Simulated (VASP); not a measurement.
## How biaxial strain in the (111) plane changes AlRu (Pm-3m)

Wanted: the elastic response of AlRu to biaxial strain in the (111) plane, with a fit that predicts a row left out.

Calculated with VASP 6.6.1; PBEsol; plane waves and PAW (Ru_pv, Al); cell typed or built by script, in the first sound run; inputs show where later runs differ.

### 1. The starting structure

Symmetry: Pm-3m, No. 221, cubic system. Conventional cell: a = 2.990 Å, b = 2.990 Å, c = 2.990 Å, α = 90.00°, β = 90.00°, γ = 90.00°. Ru has 8 Al at 2.59 Å nearest. Nearest to Al lie 8 Ru at 2.59 Å. Farther neighbours are not listed.

As a file:

```
Ru Al
1.0
     2.99000    0.00000    0.00000
     0.00000    2.99000    0.00000
     0.00000    0.00000    2.99000
Ru Al
1 1
Direct
  0.00000 0.00000 0.00000
  0.50000 0.50000 0.50000
```

### 2. Relax the crystal, PBEsol

The series starts from the cell that this level prefers, so that zero strain is near zero stress.

This step took 2 runs in a row; the last is shown.

Level: PBEsol; plane waves and PAW (Ru_pv, Al); cell typed or built by script.

INCAR reads:

```
SYSTEM = AlRu
PREC = Accurate
ENCUT = 450
EDIFF = 1E-07
NELM = 120
ISMEAR = 1
SIGMA = 0.15
LREAL = .FALSE.
ALGO = Normal
GGA = PS
NBANDS = 14
LASPH = .TRUE.
LORBIT = 11
LWAVE = .FALSE.
LCHARG = .FALSE.
KPAR = 8
IBRION = 2
NSW = 40
ISIF = 3
EDIFFG = -0.005
POTIM = 0.4
```

POSCAR reads:

```
AlRu
1.0
    2.9762057725      0.0000000000      0.0000000000
    0.0000000000      2.9762057725      0.0000000000
    0.0000000000      0.0000000000      2.9762057725
Ru Al
1 1
Direct
    0.0000000000      0.0000000000      0.0000000000
    0.5000000000      0.5000000000      0.5000000000
```

KPOINTS reads:

```
Automatic mesh
0
Gamma
17 17 17
0 0 0
```

The projector-augmented-wave data sets are Ru_pv and Al (PBE family, release 64).

Launch:

```sh
$ mpirun -np 8 vasp_std
```

Log:

```text
[banner, memory and clock lines left out]
running    8 mpi-ranks, on    1 nodes
[...]
|                                                                             |
|           W    W    AA    RRRRR   N    N  II  N    N   GGGG   !!!           |
|           W    W   A  A   R    R  NN   N  II  NN   N  G    G  !!!           |
|           W    W  A    A  R    R  N N  N  II  N N  N  G       !!!           |
|           W WW W  AAAAAA  RRRRR   N  N N  II  N  N N  G  GGG   !            |
|           WW  WW  A    A  R   R   N   NN  II  N   NN  G    G                |
|           W    W  A    A  R    R  N    N  II  N    N   GGGG   !!!           |
|                                                                             |
|     For optimal performance we recommend to set                             |
|       NCORE = 2 up to number-of-cores-per-socket                            |
|     NCORE specifies how many cores store one orbital (NPAR=cpu/NCORE).      |
|     This setting can greatly improve the performance of VASP for DFT.       |
[...]
|     You enforced a specific xc type in the INCAR file but a different       |
|     [... a line on the potential file left out ...]
|     I HOPE YOU KNOW WHAT YOU ARE DOING!                                     |
|                                                                             |

 LDA part: xc-table for (Slater+PW92), standard interpolation
 POSCAR, INCAR and KPOINTS ok, starting setup
[...]
entering main loop
       N       E                     dE             d eps       ncg     rms          rms(c)
DAV:   1     0.102426649272E+03    0.10243E+03   -0.84816E+03  4684   0.101E+03
DAV:   2    -0.145934868509E+02   -0.11702E+03   -0.11225E+03  5124   0.299E+02
DAV:   3    -0.163042535009E+02   -0.17108E+01   -0.16944E+01  5870   0.379E+01
DAV:   4    -0.163172381797E+02   -0.12985E-01   -0.12981E-01  5478   0.343E+00
[...]
DAV:  11    -0.155160721334E+02    0.16738E-05   -0.38679E-06  5922   0.237E-02    0.656E-03
DAV:  12    -0.155160716827E+02    0.45064E-06   -0.94857E-08  4382   0.309E-03    0.300E-04
DAV:  13    -0.155160716949E+02   -0.12186E-07   -0.55241E-09  4152   0.654E-04
   1 F= -.15516072E+02 E0= -.15516040E+02  d E =-.155161E+02
[...]
reached required accuracy - stopping structural energy minimisation
```

Elapsed: 4.4 s, on 8 MPI ranks of Intel Xeon 6975P-C (Granite Rapids), shared host; peak memory 1.3 GiB; 25 s of CPU time.

Lines that name or quote the potential files are left out of all logs, and their timing lines are given in words.

OUTCAR, selected parts (step 2):

```text
  Total       -0.0020657     -0.0020657     -0.0020657     -0.0000000     -0.0000000      0.0000000
  in kB       -0.1255421     -0.1255421     -0.1255421     -0.0000000     -0.0000000      0.0000000
  external PRESSURE =      -0.1255421 kB  Pullay stress =       0.0000000 kB

 POSITION                                       TOTAL-FORCE (eV/Angst)
 -----------------------------------------------------------------------------------
      0.00000      0.00000      0.00000         0.000000      0.000000      0.000000
      1.48810      1.48810      1.48810         0.000000      0.000000      0.000000
 -----------------------------------------------------------------------------------
    total drift:                                0.000000      0.000000      0.000000

  FREE ENERGIE OF THE ION-ELECTRON SYSTEM (eV)
  ---------------------------------------------------
  free  energy   TOTEN  =       -15.5160716949 eV

  energy  without entropy=      -15.5159778036  energy(sigma->0) =      -15.51604040

 reached required accuracy - stopping structural energy minimisation

[... 3 further parts left out ...]
[key lines of the parts left out:]
E-fermi :  10.8164
```

Read from the output:

- energy(sigma→0) of the program: -15.5160 eV
- stress, compression positive: -0.01 along [111], -0.01 across it (mean), GPa
- volume: 26.363 Å³
- ionic steps: 1

### 3. Strain along the normal, PBEsol

One member in full: the plane is strained by 2 %, and the strain along the normal is moved by secant steps until the normal stress is under 0.012 GPa or five steps are spent; the atoms relax at each step.

This step took 3 runs, each at a new trial strain with the atoms of the one before; the last is shown.

Level: PBEsol; plane waves and PAW (Ru_pv, Al); cell typed or built by script.

Changes to INCAR since step 2:

```diff
@@ -15,7 +15,7 @@
 LCHARG = .FALSE.
-KPAR = 8
-IBRION = 2
-NSW = 40
-ISIF = 3
-EDIFFG = -0.005
-POTIM = 0.4
+KPAR = 2
+IBRION = 1
+NSW = 25
+ISIF = 2
+EDIFFG = -0.004
+POTIM = 0.3
```

POSCAR reads:

```
AlRu
1.0
    3.0042665480     -0.0314633400     -0.0314633400
   -0.0314633400      3.0042665480     -0.0314633400
   -0.0314633400     -0.0314633400      3.0042665480
Ru Al
1 1
Direct
    0.0000000000      0.0000000000      0.0000000000
    0.5000000000      0.5000000000      0.5000000000
```

KPOINTS is that of step 2.

Launch:

```sh
$ mpirun -np 2 vasp_std
```

Log:

```text
[banner, memory and clock lines left out]
running    2 mpi-ranks, on    1 nodes
[...]
[... a notice as in an earlier step ...]

 LDA part: xc-table for (Slater+PW92), standard interpolation
 POSCAR, INCAR and KPOINTS ok, starting setup
[...]
entering main loop
       N       E                     dE             d eps       ncg     rms          rms(c)
DAV:   1     0.102126556153E+03    0.10213E+03   -0.84725E+03 13922   0.101E+03
DAV:   2    -0.145441652986E+02   -0.11667E+03   -0.11167E+03 15144   0.297E+02
DAV:   3    -0.162667683857E+02   -0.17226E+01   -0.17067E+01 17406   0.380E+01
DAV:   4    -0.162804922001E+02   -0.13724E-01   -0.13720E-01 16168   0.348E+00
[...]
DAV:  12    -0.154882955477E+02    0.29257E-06   -0.18242E-07 14696   0.465E-03    0.129E-03
DAV:  13    -0.154882954435E+02    0.10420E-06   -0.10910E-08 12030   0.118E-03    0.317E-04
DAV:  14    -0.154882954307E+02    0.12807E-07   -0.17811E-09 11970   0.380E-04
   1 F= -.15488295E+02 E0= -.15488181E+02  d E =-.154883E+02
 BRION: g(F)=  0.168E-59 g(S)=  0.000E+00
 reached required accuracy - stopping structural energy minimisation
```

Elapsed: 22 s, on 2 MPI ranks; peak memory 0.52 GiB; 42 s of CPU time.

OUTCAR, selected parts (step 3):

```text
  Total       -0.9434408     -0.9434408     -0.9434408      0.4714686      0.4714686      0.4714686
  in kB      -55.7639802    -55.7639802    -55.7639802     27.8671055     27.8671055     27.8671055
  external PRESSURE =     -55.7639802 kB  Pullay stress =       0.0000000 kB

 POSITION                                       TOTAL-FORCE (eV/Angst)
 -----------------------------------------------------------------------------------
      0.00000      0.00000      0.00000        -0.000000      0.000000      0.000000
      1.47067      1.47067      1.47067         0.000000     -0.000000      0.000000
 -----------------------------------------------------------------------------------
    total drift:                                0.000000      0.000000      0.000000

  FREE ENERGIE OF THE ION-ELECTRON SYSTEM (eV)
  ---------------------------------------------------
  free  energy   TOTEN  =       -15.4882954307 eV

  energy  without entropy=      -15.4879509629  energy(sigma->0) =      -15.48818061

[... 1 part as in an earlier step ...]

[... 3 further parts left out ...]
[key lines of the parts left out:]
E-fermi :  10.4192
```

Numbers from this step:

| Item | Value |
| --- | --- |
| energy(sigma→0) of the program | -15.4882 eV |
| stress, compression positive | 0.00 along [111], -8.36 across it (mean), GPa |
| ionic steps | 1 |

### 4. The whole series

The other members went through these steps as far as the tables show, with the same cutoff and, step by step, the same mesh; 27 runs are not shown. The session took 0.41 core hours (wall time by ranks) on a shared machine.

```csv
in-plane strain (%),strain along the normal (%),"in-plane stress, tension positive (GPa)","energy above the unstrained row, extrapolated to no smearing (meV/atom)"
-2.000,1.451,-9.446,15.511
-1.500,1.056,-6.996,8.735
-1.000,0.681,?,?
-0.500,0.329,-2.265,0.998
0,-0.004,0.007,0.000
0.500,-0.318,2.211,0.855
1.000,-0.616,4.337,3.500
1.500,-0.900,6.387,7.876
2.000,-1.171,8.363,13.930
```

### 5. A fit to the known rows

Fitting a parabola to the 8 known rows (e: strain in %) gives stress = − 0.1377 e² + 4.457 e + 0.008430 in GPa; the residuals are 0.0081 GPa r.m.s.

For the withheld row, e = -1, the fit gives -4.586 GPa.

### 6. The withheld row

The calculation gives -4.602 GPa, so the prediction is 0.016 GPa too high, within twice the residual of the fit.

Slopes at zero strain, from cubics through all rows: strain ratio -0.646, stress over strain 447 GPa.

### 7. Summary of results

| Item | Value |
| --- | --- |
| error of the predicted stress | 0.016 GPa |
| ratio of normal to in-plane strain | -0.646 |
| biaxial modulus | 447 GPa |

As a check, the curvature of the energy gives 450 GPa for the same modulus (energy per volume = M × strain²), 1 % from the slope of the stress. These are static values: temperature and zero-point motion are left out. In a metal the slopes also depend on mesh and smearing, which were held through the series.

[Lines on the potential files, build, host, timing and source positions are cut from VASP's logs without a mark.]

[Logs are printed without paths, hosts, clocks, repeated set-up lines and the standing remarks that a program may print on its own settings, such as how far it seeks lower states.]

[Hosts, paths, dates, database ids (printed as entryN), source tags and the programs' standing remarks are cut or masked in the printed files.]

[In band tables of VASP the shares of atoms and orbitals are scaled to a sum of 1 inside the atoms' spheres.]
